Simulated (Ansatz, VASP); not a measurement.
CsRu: VASP beside Ansatz

```
Cs Ru
1.0
     5.57779    0.00000    0.00000
     0.00000    3.69119    0.00000
     0.00000    0.00000    5.69497
Cs Ru
2 2
Direct
  0.75000 0.00000 0.68700
  0.25000 0.00000 0.31300
  0.75000 0.50000 0.18800
  0.25000 0.50000 0.81200
```

Alike in both runs: task single point; functional PBE; k mesh 4 × 6 × 4; occupations gaussian, width 0.1 eV; no spin polarisation.

|  | VASP | Ansatz |
| --- | --- | --- |
| version | VASP 6.6.1 | Ansatz 0.2.0 |
| potentials or method | VASP PAW PBE potentials, release 64 (Cs_sv, Ru_pv) | scalar-relativistic, plane waves, PAW |
| plane-wave cutoff (eV) | 520 | 420 |
| valence electrons in the cell | 46 | 50 |

```tsv
	VASP	Ansatz	Ansatz less VASP
gap on the k mesh at the Fermi level (eV)	none	none	-
pressure (GPa)	-2.3	-2.6	-0.34
largest component of the traceless stress (GPa)	0.51	0.48	-0.022
rms of the force components (eV/Å)	0.559	0.551	-0.0079
```

Atom by atom the forces differ by 0.008 eV/Å (rms over components). A gap of «none» marks a metal or a gap that the smearing closes. The functional is the same, so the differences come from potentials, cutoffs and numerics. The two sets of potentials don't hold the same shells in valence.

Caveats: forces of over 1 eV/Å show positions far from the minimum, so gaps and moduli don't describe the material at rest. Spin-orbit coupling is left out, which matters for the levels of Cs.
